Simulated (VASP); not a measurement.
# Si2WC3 (P3m1) in VASP: single point with PBEsol

Aim: the single point of Si2WC3 with PBEsol.

Program: VASP 6.6.1. These are calculated values, not measurements. Logs are shortened: lines on timing, memory, paths and dates and some standing lists are left out, and cuts for length are marked.

### 1 Starting point

The structure is trigonal, space group P3m1 (No. 156). The conventional cell has a = 3.015 Å, b = 3.015 Å, c = 8.092 Å, α = 90.00°, β = 90.00°, γ = 120.00°. Around Si (site symmetry 3m) lie 4 C at 1.84 to 1.94 Å. Si (site symmetry 3m) is surrounded by 4 C at 1.83 to 1.88 Å. W (site symmetry 3m) is surrounded by 6 C at 2.14 to 2.38 Å. C (site symmetry 3m) has 3 Si at 1.94 Å as nearest neighbours. C (site symmetry 3m) is surrounded by 4 Si at 1.84 to 1.88 Å. Around C (site symmetry 3m) lie 1 Si at 1.83 Å.

The cell was built by a generator and needn't be a form met in nature.

### 2 Single point, PBEsol

INCAR reads:

```
SYSTEM = Si2WC3
PREC = Accurate
ENCUT = 520
EDIFF = 1E-6
ISMEAR = 0
SIGMA = 0.03
LREAL = .False.
LASPH = .True.
NELM = 60
ALGO = Normal
ISIF = 2
LWAVE = .False.
LCHARG = .True.
GGA = PS
LVHAR = .True.
KPAR = 4
```

KPOINTS reads:

```
regular mesh
0
Gamma
  10 10 4
  0 0 0
```

POSCAR reads:

```
Si2WC3
1.0
    3.0146260000      0.0000000000      0.0000000000
   -1.5073130000      2.6107430000      0.0000000000
    0.0000000000      0.0000000000      8.0921400000
Si W C
2 1 3
Direct
    0.0000000000      0.0000000000      0.8979010000
    0.3333330000      0.6666670000      0.5832590000
    0.0000000000      0.0000000000      0.2031560000
    0.3333330000      0.6666670000      0.0027220000
    0.0000000000      0.0000000000      0.6705840000
    0.3333330000      0.6666670000      0.3573680000
```

Potentials or basis: VASP PAW PBE potentials, release 64 (Si, W_sv, C).

The run is started by

```
$ cat potpaw_PBE.64/Si/POTCAR potpaw_PBE.64/W_sv/POTCAR potpaw_PBE.64/C/POTCAR > POTCAR
$ mpirun -np 4 vasp_std > vasp.out
```

OUTCAR:

```text
SYSTEM = Si2WC3
   PREC = Accurate
   ENCUT = 520
   EDIFF = 1E-6
   ISMEAR = 0
   LREAL = .False.
   LASPH = .True.
   NELM = 60
   ISIF = 2
   GGA = PS

 ion  position               nearest neighbor table
   1  0.000  0.000  0.898-   5 1.84   4 1.94   4 1.94   4 1.94   3 2.47   2 3.08   2 3.08   2 3.08

   2  0.333  0.667  0.583-   6 1.83   5 1.88   5 1.88   5 1.88   1 3.08   1 3.08   1 3.08
   3  0.000  0.000  0.203-   6 2.14   6 2.14   6 2.14   4 2.38   4 2.38   4 2.38   1 2.47
   4  0.333  0.667  0.003-   1 1.94   1 1.94   1 1.94   3 2.38   3 2.38   3 2.38
   5  0.000  0.000  0.671-   1 1.84   2 1.88   2 1.88   2 1.88
   6  0.333  0.667  0.357-   2 1.83   3 2.14   3 2.14   3 2.14

  LATTYP: Found a hexagonal cell.
 ALAT       =     3.0146260000
 C/A-ratio  =     2.6842931760

  Lattice vectors:

 A1 = (   3.0146260000,   0.0000000000,   0.0000000000)
 A2 = (  -1.5073130000,   2.6107430000,   0.0000000000)
 A3 = (   0.0000000000,   0.0000000000,   8.0921400000)

Analysis of symmetry for initial positions (statically):
=====================================================================
 Subroutine PRICEL returns:
 Original cell was already a primitive cell.

 Routine SETGRP: Setting up the symmetry group for a
 hexagonal supercell.

 Subroutine GETGRP returns: Found  6 space group operations
 (whereof  6 operations were pure point group operations)
 out of a pool of 24 trial point group operations.

The static configuration has the point symmetry C_3v.

Analysis of symmetry for dynamics (positions and initial velocities):
=====================================================================
 Subroutine PRICEL returns:
 Original cell was already a primitive cell.

 Routine SETGRP: Setting up the symmetry group for a
 hexagonal supercell.

 Subroutine GETGRP returns: Found  6 space group operations
 (whereof  6 operations were pure point group operations)
 out of a pool of 24 trial point group operations.

The dynamic configuration has the point symmetry C_3v.

 Subroutine INISYM returns: Found  6 space group operations
 (whereof  6 operations are pure point group operations),
 and found     1 'primitive' translations

----------------------------------------------------------------------------------------

                                     Primitive cell

  volume of cell :      63.6885

  direct lattice vectors                    reciprocal lattice vectors
     3.014626000  0.000000000  0.000000000     0.331716107  0.191516361  0.000000000
    -1.507313000  2.610743000  0.000000000     0.000000000  0.383032723  0.000000000
     0.000000000  0.000000000  8.092140000     0.000000000  0.000000000  0.123576705

  length of vectors
     3.014626000  3.014626261  8.092140000     0.383032756  0.383032723  0.123576705

  position of ions in fractional coordinates (direct lattice)
     0.000000000  0.000000000  0.897901000
     0.333333000  0.666667000  0.583259000
     0.000000000  0.000000000  0.203156000
     0.333333000  0.666667000  0.002722000
     0.000000000  0.000000000  0.670584000
     0.333333000  0.666667000  0.357368000

  ion indices of the primitive-cell ions
   primitive index   ion index
                 1           1
                 2           2
                 3           3
                 4           4
                 5           5
                 6           6

----------------------------------------------------------------------------------------

 KPOINTS: regular mesh

Automatic generation of k-mesh.
 Grid dimensions read from file:
 generate k-points for:   10   10    4

 Generating k-lattice:

  Cartesian coordinates                     Fractional coordinates (reciprocal lattice)
     0.033171611  0.019151636  0.000000000     0.100000000  0.000000000  0.000000000
     0.000000000  0.038303272  0.000000000     0.000000000  0.100000000  0.000000000
     0.000000000  0.000000000  0.030894176     0.000000000  0.000000000  0.250000000

  Length of vectors
     0.038303276  0.038303272  0.030894176

  Shift w.r.t. Gamma in fractional coordinates (k-lattice)
     0.000000000  0.000000000  0.000000000

 Subroutine IBZKPT returns following result:
 ===========================================

 Found     50 irreducible k-points:

 Following reciprocal coordinates:
            Coordinates               Weight
  0.000000  0.000000  0.000000      1.000000
  0.100000 -0.000000  0.000000      6.000000
  0.200000 -0.000000  0.000000      6.000000
  0.300000  0.000000  0.000000      6.000000
  0.400000 -0.000000  0.000000      6.000000
  0.500000 -0.000000  0.000000      3.000000
[... 16 lines left out ...]
  0.000000  0.400000  0.250000      6.000000
  0.500000 -0.000000  0.250000      6.000000
 [... further k-points ...]
   k-points           NKPTS =     50   k-points in BZ     NKDIM =     50   number of bands    NBANDS=     21
   number of dos      NEDOS =    301   number of ions     NIONS =      6
   total plane-waves  NPLWV =  34560
   dimension x,y,z NGX =    24 NGY =   24 NGZ =   60
   dimension x,y,z NGXF=    48 NGYF=   48 NGZF=  120
   ions per type =               2   1   3
   NGX,Y,Z   is equivalent  to a cutoff of  13.24, 13.24, 12.33 a.u.
   NGXF,Y,Z  is equivalent  to a cutoff of  26.47, 26.47, 24.65 a.u.
 SYSTEM =  Si2WC3
   PREC   = accura    normal or accurate (medium, high low for compatibility)
   ISTART =      0    job   : 0-new  1-cont  2-samecut
   ICHARG =      2    charge: 1-file 2-atom 10-const
   ISPIN  =      1    spin polarized calculation?
   LNONCOLLINEAR =      F non collinear calculations
   LSORBIT =      F    spin-orbit coupling
   LASPH  =      T    aspherical Exc in radial PAW
   ENCUT  =  520.0 eV  38.22 Ry    6.18 a.u.   5.61  5.61 15.05*2*pi/ulx,y,z
   NELM   =     60;   NELMIN=  2; NELMDL= -5     # of ELM steps
   EDIFF  = 0.1E-05   stopping-criterion for ELM
   LREAL  =      F    real-space projection
   EDIFFG = 0.1E-04   stopping-criterion for IOM
   NSW    =      0    number of steps for IOM
   IBRION =     -1    ionic relax: 0-MD 1-quasi-New 2-CG
   NFREE  =      0    steps in history (QN), initial steepest desc. (CG)
   ISIF   =      2    stress and relaxation
   ISYM   =      2    0-nonsym 1-usesym 2-fastsym
   POTIM  = 0.5000    time-step for ionic-motion
   TEBEG  =    0.0;   TEEND  =   0.0 temperature during run
   PSTRESS=    0.0 pullay stress
   NELECT =      34.0000    total number of electrons
   NUPDOWN=      -1.0000    fix difference up-down
   EMIN   =  10.00;   EMAX   =-10.00  energy-range for DOS
   EFERMI =   0.00;   METHOD = LEGACY
   ISMEAR =     0;   SIGMA  =   0.03  broadening in eV -4-tet -1-fermi 0-gaus
   EFERMI_NEDOS =   21; number of points for ismear=-14 and -15
   IALGO  =     38    algorithm
   IMIX   =      4    mixing-type and parameters
     AMIX     =   0.40;   BMIX     =  1.00
     AMIX_MAG =   1.60;   BMIX_MAG =  1.00
  volume/ion in A,a.u.               =      10.61        71.63
  Fermi-wavevector in a.u.,A,eV,Ry     =   1.328049  2.509649 23.996794  1.763715
  Thomas-Fermi vector in A             =   2.457316
   LORBIT       =      0    0 simple, 1 ext, 2 COOP (PROOUT), +10 PAW based schemes
   GGA     = PS    functional components
   LHFCALC =     F    Hartree Fock is set to
   AEXX    =    0.0000 exact exchange contribution
   IVDW    =     0    specifies the selected vdW correction
   LEPSILON=     F    determine dielectric tensor
   LRPA    =     F    only Hartree local field effects (RPA)
 non-spin polarized calculation
 Gauss-broadening in eV      SIGMA  =   0.03
  energy-cutoff  :      520.00
  volume of cell :       63.69
 maximum number of plane-waves:      1770
 NGX is ok and might be reduce to    24
   NGX = 11   NGY = 11   NGZ = 31

 number of electron      33.9999997 magnetization

 Free energy of the ion-electron system (eV)
  ---------------------------------------------------
  ext. energy  EPLUGINS =         0.00000000
  ---------------------------------------------------
  free energy    TOTEN  =       -53.75314226 eV

  energy without entropy =      -53.75314226  energy(sigma->0) =      -53.75314226

 E-fermi :   9.7593     XC(G=0): -12.2136

 val. band max:        9.5145897531   @ k =   0.0000   0.0000   0.5000
 cond. band min:      10.3019275997   @ k =   0.2000   0.2000   0.0000
 fundamental gap:      0.7873378467
 Fermi energy:         9.7593347438

 k-point     1 :       0.0000    0.0000    0.0000
  band No.  band energies     occupation
      1     -64.6866      2.00000
      2     -28.9647      2.00000
      3     -28.6584      2.00000
      4     -28.6584      2.00000
      5      -7.0452      2.00000
      6      -5.2637      2.00000
[... 13 lines left out ...]
     20      13.7364      0.00000
     21      13.8672      0.00000

 k-point     2 :       0.1000   -0.0000    0.0000
  band No.  band energies     occupation
      1     -64.6833      2.00000
      2     -28.9557      2.00000
      3     -28.7134      2.00000
      4     -28.6711      2.00000
      5      -6.8606      2.00000
      6      -5.0976      2.00000
[... 13 lines left out ...]
     20      13.5106      0.00000
     21      13.9408      0.00000

 k-point     3 :       0.2000   -0.0000    0.0000
  band No.  band energies     occupation
      1     -64.6745      2.00000
      2     -28.9322      2.00000
      3     -28.8551      2.00000
      4     -28.7041      2.00000
      5      -6.3169      2.00000
      6      -4.6131      2.00000
[... 13 lines left out ...]
     20      13.2864      0.00000
     21      13.7605      0.00000
[... 457 lines left out ...]
 k-point    23 :       0.0000    0.4000    0.2500
  band No.  band energies     occupation
      1     -64.6547      2.00000
      2     -29.1623      2.00000
      3     -28.8783      2.00000
      4     -28.7772      2.00000
      5      -4.3362      2.00000
      6      -3.0637      2.00000
[... 13 lines left out ...]
     20      12.2818      0.00000
     21      12.7172      0.00000

 k-point    24 :       0.5000   -0.0000    0.2500
  band No.  band energies     occupation
      1     -64.6513      2.00000
      2     -29.2133      2.00000
      3     -28.8692      2.00000
      4     -28.7896      2.00000
      5      -3.5660      2.00000
      6      -2.6919      2.00000
[... 13 lines left out ...]
     20      12.6662      0.00000
     21      12.8109      0.00000

 [... further k-points ...]

------------------------ aborting loop because EDIFF is reached ----------------------------------------

  FORCE on cell =-STRESS in cart. coord.  units (eV):
  Direction    XX          YY          ZZ          XY          YZ          ZX
  --------------------------------------------------------------------------------------
  -------------------------------------------------------------------------------------
  Total       -1.9530955     -1.9530960     -1.7804153      0.0000000      0.0000000      0.0000000
  in kB      -49.1329818    -49.1329931    -44.7889560      0.0000000      0.0000000      0.0000000
  external PRESSURE =     -47.6849770 kB  Pullay stress =       0.0000000 kB

 VOLUME and BASIS-vectors are now :
 -----------------------------------------------------------------------------
  energy-cutoff  :      520.00
  volume of cell :       63.69
      direct lattice vectors                 reciprocal lattice vectors
     3.014626000  0.000000000  0.000000000     0.331716107  0.191516361  0.000000000
    -1.507313000  2.610743000  0.000000000     0.000000000  0.383032723  0.000000000
     0.000000000  0.000000000  8.092140000     0.000000000  0.000000000  0.123576705

 POSITION                                       TOTAL-FORCE (eV/Angst)
 -----------------------------------------------------------------------------------
      0.00000      0.00000      7.26594        -0.000000      0.000000      0.025651
     -0.00000      1.74050      4.71981        -0.000000     -0.000000      0.013417
      0.00000      0.00000      1.64397        -0.000000      0.000000     -0.081851
     -0.00000      1.74050      0.02203        -0.000000      0.000000      0.246370
      0.00000      0.00000      5.42646        -0.000000      0.000000      0.017557
     -0.00000      1.74050      2.89187         0.000000      0.000000     -0.221144
 -----------------------------------------------------------------------------------
    total drift:                                0.000831     -0.000480      0.000180

  FREE ENERGIE OF THE ION-ELECTRON SYSTEM (eV)
  ---------------------------------------------------
  free  energy   TOTEN  =       -53.7531422559 eV

  energy  without entropy=      -53.7531422559  energy(sigma->0) =      -53.75314226
```

It took 29 s on 4 MPI ranks of AMD EPYC 7R13 (Zen 3), shared host; peak memory 0.2 GiB.

What came out:

```
Free energy            : -53.7531 eV
Pressure               : -4.8 GPa
Largest force          : 0.246 eV/Å
Band gap on the k mesh : 0.79 eV, indirect (least direct gap 1.46 eV)
```

Forces in eV/Å, atoms in the order of the input:
```
Si   0.000  0.000  0.026
Si   0.000  0.000  0.013
W    0.000  0.000 -0.082
C    0.000  0.000  0.246
C    0.000  0.000  0.018
C    0.000  0.000 -0.221
```

Levels at points of the mesh, in eV from the valence-band top:
| k point | band 13 | band 14 | band 15 | band 16 | band 17 | band 18 | band 19 | band 20 | band 21 |
| --- | --- | --- | --- | --- | --- | --- | --- | --- | --- |
| (0.00, 0.00, 0.00) | -2.05 | -2.05 | -1.42 | -1.42 | -0.22 | 1.77 | 1.77 | 4.22 | 4.35 |
| (0.50, 0.00, 0.00) | -4.42 | -3.32 | -3.29 | -1.25 | -1.22 | 1.24 | 2.82 | 3.27 | 3.37 |
| (0.00, 0.00, 0.50) | -2.17 | -2.17 | -1.28 | -1.28 | 0.00 | 1.72 | 1.72 | 4.00 | 4.00 |
| (0.50, 0.00, 0.50) | -3.79 | -3.20 | -3.06 | -1.54 | -1.36 | 0.96 | 2.59 | 2.96 | 3.32 |

Caveat: the PAW data sets were made with another functional, which shifts forces and pressure a little; spin-orbit coupling is left out, which moves the levels of the heavy elements.
